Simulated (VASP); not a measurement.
```xyz
4
Lattice="1.7039 0.9837 4.5704 -1.7039 0.9837 4.5704 0.0000 -1.9675 4.5704" Properties=species:S:1:pos:R:3 pbc="T T T"
Na     0.0000     0.0000     0.0000
H      0.0000     0.0000     6.8557
F      0.0000     0.0000     7.9928
F      0.0000     0.0000     5.7186
```

Calculation: r2SCAN meta-GGA, VASP's PBE PAW potentials (set 64) (plane waves; VASP 6.6.1). Settings: 520 eV cut-off, 9×9×9 Γ-centred mesh, tetrahedra with Blöchl corrections, potentials Na_pv H F.

### Question
Tabulate the total density of states (states/eV per cell) against energy (eV; zero at the valence-band maximum or, without a gap, the Fermi level).

### Answer

(E (eV), DOS (states/eV)): (-9.94, 0.00); (-9.58, 0.00); (-9.22, 0.00); (-8.98, 0.00); (-8.62, 0.00); (-8.26, 0.00); (-7.90, 0.00); (-7.54, 0.00); (-7.18, 0.00); (-6.94, 0.00); (-6.58, 0.00); (-6.22, 0.00); (-5.86, 0.00); (-5.50, 0.00); (-5.26, 0.00); (-4.90, 1.35); (-4.54, 4.63); (-4.18, 0.00); (-3.82, 0.00); (-3.58, 0.00); (-3.22, 0.00); (-2.86, 0.00); (-2.50, 0.00); (-2.14, 0.00); (-1.78, 0.00); (-1.54, 1.50); (-1.18, 2.40); (-0.82, 9.66); (-0.46, 5.75); (-0.10, 6.41); (0.14, 0.00); (0.50, 0.00); (0.86, 0.00); (1.22, 0.00); (1.58, 0.00); (1.82, 0.00); (2.18, 0.00); (2.54, 0.00); (2.90, 0.00); (3.26, 0.00); (3.62, 0.00); (3.86, 0.00); (4.22, 0.00); (4.58, 0.00); (4.94, 0.00); (5.30, 0.00); (5.54, 0.00); (5.90, 0.00); (6.26, 0.00); (6.62, 0.00); (6.98, 0.00); (7.22, 0.00); (7.58, 0.00); (7.94, 0.01); (8.30, 0.11); (8.66, 0.16); (9.02, 0.22); (9.26, 0.27); (9.62, 0.36); (9.98, 0.38)
Within 2 eV below the valence-band maximum the largest weight inside VASP's projection spheres is F p.

The structure comes from a computed database's NaHF2 entry (R-3m); how it stands against other phases isn't given here. It was relaxed first.
